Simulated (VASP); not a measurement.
Given:

```
MoSi2
1.0
   -1.59502     1.59502     3.91174
    1.59502    -1.59502     3.91174
    1.59502     1.59502    -3.91174
Si Mo
2 1
Direct
  0.66814   0.66814   0.00000
  0.33505   0.33505   0.00000
  0.00000   0.00000   0.00000
```

These are PBEsol GGA, VASP's PBE PAW potentials (set 64) (plane waves; VASP) values and carry that method's errors. Run with 480 eV cut-off, 12×12×12 Γ-centred mesh, first-order Methfessel-Paxton smearing of 0.10 eV, potentials Si Mo_sv.

What does the run give for the energy per atom (σ→0), largest force, band gap (on the k-mesh) with the smallest direct gap where there is one?

| Item | Result |
|---|---|
| band gap (on the k-mesh) | none (metal, semimetal or under 0.01 eV) |
| energy per atom (σ→0) | -8.358 eV/atom |
| largest force | 0.318 eV/Å |

Total energies compare only between runs with the same potentials, cut-off and functional.

The compound is MoSi2 in the MoSi2 type structure. This cell was strained or had an atom moved on purpose.
